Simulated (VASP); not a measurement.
# Sb3Au: phonons from a supercell, part 2 of 3

How does the lattice of Sb3Au vibrate? The start is a cell from a database of measured crystal structures.

VASP 6.6.1; PBEsol; plane waves and PAW (Au, Sb).

So far. Step 2 (Relax the host): The run ended after 3 ionic steps, 0.232 eV below its first step, once forces and stress met EDIFFG = -0.02. Step 3 (Relax the host again, on a new basis): The start already met the threshold, so nothing moved. The relaxed cell has a = 5.877 Å (conventional setting).

## Step 4: Tight relaxation

Force constants are second derivatives, so residual forces and stress must first be far smaller than in an ordinary relaxation. Smearing and mesh differ from the relaxation before, which can move the cell too.

Contents of INCAR:

```
SYSTEM = Sb3Au
PREC = Accurate
ENCUT = 350
EDIFF = 1E-08
NELM = 120
ISMEAR = 1
SIGMA = 0.2
LREAL = .FALSE.
ALGO = Fast
GGA = PS
NBANDS = 19
LASPH = .TRUE.
LORBIT = 11
LWAVE = .FALSE.
LCHARG = .FALSE.
KPAR = 4
IBRION = 1
NSW = 30
ISIF = 3
EDIFFG = -0.002
POTIM = 0.4
```

Contents of POSCAR:

```
Sb3Au
1.0
   -2.9383939744      2.9383939744      2.9383939744
    2.9383939744     -2.9383939744      2.9383939744
    2.9383939744      2.9383939744     -2.9383939744
Au Sb
1 3
Direct
    0.0000000000      0.0000000000      0.0000000000
    0.5000000000      0.5000000000      0.0000000000
    0.5000000000      0.0000000000      0.5000000000
    0.0000000000      0.5000000000      0.5000000000
```

Contents of KPOINTS:

```
Automatic mesh
0
Gamma
8 8 8
0 0 0
```

Potentials, in the order of the species: Au and Sb (PBE family, release 64).

Command:

```bash
$ mpirun -np 4 vasp_std
```

What it wrote:

```text
[... set-up lines as in an earlier step ...]
 entering main loop
       N       E                     dE             d eps       ncg     rms          rms(c)
DAV:   1     0.110050441018E+03    0.11005E+03   -0.79493E+03  1102   0.814E+02
DAV:   2    -0.128262730805E+02   -0.12288E+03   -0.11949E+03  1356   0.179E+02
DAV:   3    -0.180496397424E+02   -0.52234E+01   -0.51641E+01  1346   0.414E+01
DAV:   4    -0.181033744932E+02   -0.53735E-01   -0.53642E-01  1346   0.462E+00
DAV:   5    -0.181040129107E+02   -0.63842E-03   -0.63837E-03  1275   0.524E-01    0.687E+00
RMM:   6    -0.175461477370E+02    0.55787E+00   -0.37375E+00  1102   0.102E+01    0.521E+00
RMM:   7    -0.174740891913E+02    0.72059E-01   -0.21806E-01  1102   0.259E+00    0.272E+00
RMM:   8    -0.174656441047E+02    0.84451E-02   -0.56057E-02  1102   0.112E+00    0.414E-01
RMM:   9    -0.174612097476E+02    0.44344E-02   -0.15453E-02  1102   0.725E-01    0.106E-01
RMM:  10    -0.174613064486E+02   -0.96701E-04   -0.13519E-03  1102   0.204E-01    0.653E-02
RMM:  11    -0.174613230590E+02   -0.16610E-04   -0.12800E-03  1111   0.179E-01    0.528E-02
RMM:  12    -0.174612811640E+02    0.41895E-04   -0.20748E-04  1114   0.869E-02    0.104E-02
RMM:  13    -0.174612829184E+02   -0.17544E-05   -0.26919E-05  1121   0.301E-02    0.884E-03
RMM:  14    -0.174612814449E+02    0.14736E-05   -0.74742E-06  1103   0.166E-02    0.348E-03
RMM:  15    -0.174612819516E+02   -0.50669E-06   -0.14551E-06  1096   0.691E-03    0.165E-03
RMM:  16    -0.174612819629E+02   -0.11389E-07   -0.21072E-07  1047   0.277E-03    0.166E-03
RMM:  17    -0.174612819687E+02   -0.57851E-08   -0.70384E-08   867   0.145E-03
   1 F= -.17461282E+02 E0= -.17459251E+02  d E =-.174613E+02
 BRION: g(F)=  0.410E-60 g(S)=  0.327E-02
 bond charge predicted
       N       E                     dE             d eps       ncg     rms          rms(c)
DAV:   1    -0.174800652204E+02   -0.18783E-01   -0.29933E-01  1207   0.436E+00    0.926E-01
RMM:   2    -0.174638182972E+02    0.16247E-01   -0.65938E-02  1102   0.154E+00    0.392E-01
RMM:   3    -0.174625947743E+02    0.12235E-02   -0.30126E-03  1102   0.314E-01    0.184E-01
RMM:   4    -0.174622100060E+02    0.38477E-03   -0.16282E-03  1102   0.191E-01    0.570E-02
RMM:   5    -0.174622192443E+02   -0.92382E-05   -0.18889E-04  1102   0.723E-02    0.460E-02
RMM:   6    -0.174622238255E+02   -0.45812E-05   -0.32099E-05  1103   0.361E-02    0.128E-02
RMM:   7    -0.174622210540E+02    0.27715E-05   -0.11549E-05  1108   0.175E-02    0.105E-02
RMM:   8    -0.174622207521E+02    0.30192E-06   -0.14338E-06  1118   0.781E-03    0.340E-03
RMM:   9    -0.174622206069E+02    0.14519E-06   -0.40321E-07  1100   0.367E-03    0.243E-03
RMM:  10    -0.174622204441E+02    0.16278E-06   -0.91437E-08   986   0.193E-03    0.207E-04
RMM:  11    -0.174622204558E+02   -0.11683E-07   -0.22306E-08   765   0.898E-04    0.171E-04
RMM:  12    -0.174622204495E+02    0.62712E-08   -0.48201E-09   648   0.437E-04
   2 F= -.17462220E+02 E0= -.17460184E+02  d E =-.938481E-03
 BRION: g(F)=  0.101E-60 g(S)=  0.648E-03 retain N=  1 mean eig= 0.69
 eig:   0.692
 bond charge predicted
       N       E                     dE             d eps       ncg     rms          rms(c)
DAV:   1    -0.174641206728E+02   -0.19002E-02   -0.28325E-02  1195   0.134E+00    0.290E-01
RMM:   2    -0.174625847750E+02    0.15359E-02   -0.59616E-03  1102   0.466E-01    0.122E-01
RMM:   3    -0.174624771935E+02    0.10758E-03   -0.26531E-04  1102   0.931E-02    0.601E-02
RMM:   4    -0.174624368824E+02    0.40311E-04   -0.15245E-04  1102   0.600E-02    0.193E-02
RMM:   5    -0.174624371288E+02   -0.24640E-06   -0.17017E-05  1102   0.219E-02    0.119E-02
RMM:   6    -0.174624368877E+02    0.24103E-06   -0.29215E-06  1102   0.107E-02    0.459E-03
RMM:   7    -0.174624369928E+02   -0.10508E-06   -0.76001E-07  1117   0.503E-03    0.190E-03
RMM:   8    -0.174624371166E+02   -0.12374E-06   -0.13069E-07  1075   0.226E-03    0.827E-04
RMM:   9    -0.174624372043E+02   -0.87779E-07   -0.26647E-08   777   0.983E-04    0.457E-04
RMM:  10    -0.174624371752E+02    0.29135E-07   -0.94215E-09   686   0.544E-04    0.315E-04
RMM:  11    -0.174624371833E+02   -0.81420E-08   -0.18544E-09   554   0.268E-04
   3 F= -.17462437E+02 E0= -.17460402E+02  d E =-.216734E-03
 BRION: g(F)=  0.499E-60 g(S)=  0.665E-07 retain N=  1 mean eig= 0.69
 eig:   0.686
 reached required accuracy - stopping structural energy minimisation
```

The job ended after 52 s (4 MPI ranks of AMD EPYC 7R43, shared host; peak memory 0.67 GiB; 3.2 min of CPU time).

Parts of OUTCAR (step 4):

```text
The static configuration has the point symmetry O_h .

 Found     29 irreducible k-points:

   k-points           NKPTS =     29   k-points in BZ     NKDIM =     29   number of bands    NBANDS=     19

   NELECT =      26.0000    total number of electrons

 E-fermi :   7.9546

 k-point     1 :       0.0000    0.0000    0.0000
  band No.  band energies     occupation
    ...
     11       4.5633      2.00000
     12       6.2641      2.00000
     13       6.2641      2.00000
     14       6.2641      2.00000
     15       6.8973      2.00000
     16      11.5830     -0.00000
     17      11.5830     -0.00000
     18      11.5830     -0.00000
     19      13.4227      0.00000

 k-point     2 :       0.1250    0.0000    0.0000
  band No.  band energies     occupation
    ...
     10       4.4572      2.00000
     11       4.8895      2.00000
     12       5.4390      2.00000
     13       6.1479      2.00000
     14       6.9326      2.00000
     15       8.0972      0.07165
     16      11.8072     -0.00000
     17      11.8207     -0.00000
     18      11.8928     -0.00000
     19      12.5705      0.00000

  Total       -0.0015161     -0.0015161     -0.0015161      0.0000000     -0.0000000      0.0000000
  in kB       -0.0240974     -0.0240974     -0.0240974      0.0000000     -0.0000000      0.0000000
  external PRESSURE =      -0.0240974 kB  Pullay stress =       0.0000000 kB

  energy-cutoff  :      350.00
  volume of cell :      100.80
      direct lattice vectors                 reciprocal lattice vectors
    -2.931799163  2.931799163  2.931799163     0.000000000  0.170543742  0.170543742
     2.931799163 -2.931799163  2.931799163     0.170543742  0.000000000  0.170543742
     2.931799163  2.931799163 -2.931799163     0.170543742  0.170543742  0.000000000

 POSITION                                       TOTAL-FORCE (eV/Angst)
 -----------------------------------------------------------------------------------
     -0.00000     -0.00000      0.00000         0.000000     -0.000000     -0.000000
      0.00000      0.00000      2.93180        -0.000000     -0.000000     -0.000000
      0.00000      2.93180      0.00000         0.000000     -0.000000     -0.000000
      2.93180      0.00000      0.00000         0.000000      0.000000      0.000000
 -----------------------------------------------------------------------------------
    total drift:                               -0.000000     -0.000000      0.000000

  FREE ENERGIE OF THE ION-ELECTRON SYSTEM (eV)
  ---------------------------------------------------
  free  energy   TOTEN  =       -17.4624371833 eV

  energy  without entropy=      -17.4563302278  energy(sigma->0) =      -17.46040153

 total charge
# of ion       s       p       d       tot
------------------------------------------
    1        0.632   0.312   8.678   9.623
    2        1.197   1.157   0.050   2.404
    3        1.197   1.157   0.050   2.404
    4        1.197   1.157   0.050   2.404
--------------------------------------------------
tot          4.222   3.784   8.829  16.835

[... 6 parts as in an earlier step ...]

[... 6 further parts left out ...]
```

The steps of the relaxation:

```csv
step,energy less that of the first step (eV),largest force (eV/Å),pressure (GPa),volume (Å³)
1,0.0000,0.0000,-0.53,101.48
2,-0.0009,0.0000,0.24,100.50
3,-0.0012,0.0000,0.00,100.80
```

```csv
"conventional cell, symmetrised",before,after,change
a (Å),5.877,5.864,-0.2 %
b (Å),5.877,5.864,-0.2 %
c (Å),5.877,5.864,-0.2 %
volume (Å³/atom),25.37,25.20,-0.7 %
```

The relaxed structure:

```
Au Sb
1.0
    -2.93180    2.93180    2.93180
     2.93180   -2.93180    2.93180
     2.93180    2.93180   -2.93180
Au Sb
1 3
Direct
  0.00000 0.00000 0.00000
  0.50000 0.50000 0.00000
  0.50000 0.00000 0.50000
  0.00000 0.50000 0.50000
```

This step gave:

```yaml
electronic_cycles: 40
free_energy_toten: -17.46 eV
energy_at_zero_smearing: -17.46 eV
fermi_energy: 7.955 eV
pressure: -0.002410 GPa
```

The run ended after 3 ionic steps, 0.001 eV below its first step, once forces and stress met EDIFFG = -0.002.

[end of part 2 of 3]

[Lines on the potential files, build, host, timing and source positions are cut from VASP's logs without a mark.]

[Logs are printed without paths, hosts, clocks, repeated set-up lines and the standing remarks that a program may print on its own settings, such as how far it seeks lower states.]

[Hosts, paths, dates, database ids (printed as entryN), source tags and the programs' standing remarks are cut or masked in the printed files.]

[Runs that stopped without an error message from VASP are left out.]
